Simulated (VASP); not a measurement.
Data:

```yaml
crystal:
  lattice:
    - [0.00000, 2.79832, 2.79832]
    - [2.79832, 0.00000, 2.79832]
    - [2.79832, 2.79832, 0.00000]
  atoms:
    - { symbol: Be, position: [0.00000, 0.00000, 0.00000] }
    - { symbol: Te, position: [0.25000, 0.25000, 0.25000] }
```

Level of theory: PBE GGA with D4 dispersion, VASP's PBE PAW potentials (set 64) (plane waves; VASP). Run with 520 eV cut-off, 9×9×9 Γ-centred mesh, tetrahedra with Blöchl corrections, potentials Be Te.

### Question
Estimate the energy per atom (σ→0).

### Answer

| Quantity | Value |
|---|---|
| energy per atom (σ→0) | -4.133 eV/atom |

Only differences to runs with the same potentials and settings are physical.

The compound is BeTe in the zinc blende structure. It was relaxed first.
